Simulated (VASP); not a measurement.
Input of a VASP 6.6.1 run:

File INCAR:

```
SYSTEM = ZnB6
  PREC = Accurate
  ENCUT = 600
  EDIFF = 1E-6
  ISMEAR = 0
  SIGMA = 0.1
  LREAL = .FALSE.
  LASPH = .TRUE.
  NELM = 80
  ALGO = Fast
  ISIF = 3
  LWAVE = .FALSE.
  LCHARG = .FALSE.
  GGA = PE
  IBRION = 2
  NSW = 100
  EDIFFG = -0.01
```

KPOINTS

```
regular mesh
0
G
  10 10 10
  0 0 0
```

POSCAR

```
ZnB6
1.0
    4.1306808803      0.0000000000      0.0000000000
    0.0000000000      4.1306808803      0.0000000000
    0.0000000000      0.0000000000      4.1306808803
Zn B
1 6
Direct
    0.0000000000      0.0000000000      0.0000000000
    0.8011286998      0.5000000000      0.5000000000
    0.1988713002      0.5000000000      0.5000000000
    0.5000000000      0.5000000000      0.8011286998
    0.5000000000      0.5000000000      0.1988713002
    0.5000000000      0.1988713002      0.5000000000
    0.5000000000      0.8011286998      0.5000000000
```

Potentials or basis: VASP PAW PBE potentials, release 64 (Zn, B).

The run is started by

```sh
$ cat potpaw_PBE.64/Zn/POTCAR potpaw_PBE.64/B/POTCAR > POTCAR
$ mpirun -np 1 vasp_std > vasp.out
```

Q: What does it give for the space group after relaxing (to 0.05 Å)?

A: Pm-3m (No. 221).

Q: Estimate the relaxed volume.

A: 10.09 Å³/atom.

Q: Predict the band gap on the k mesh.

A: None (metal or under the smearing width).

Final structure:
```xyz
7
Lattice="4.1335 0.0000 0.0000 0.0000 4.1335 0.0000 0.0000 0.0000 4.1335" Properties=species:S:1:pos:R:3 pbc="T T T"
Zn    4.1335    0.0000    0.0000
B     3.3112    2.0668    2.0668
B     0.8223    2.0668    2.0668
B     2.0668    2.0668    3.3112
B     2.0668    2.0668    0.8223
B     2.0668    0.8223    2.0668
B     2.0668    3.3112    2.0668
```
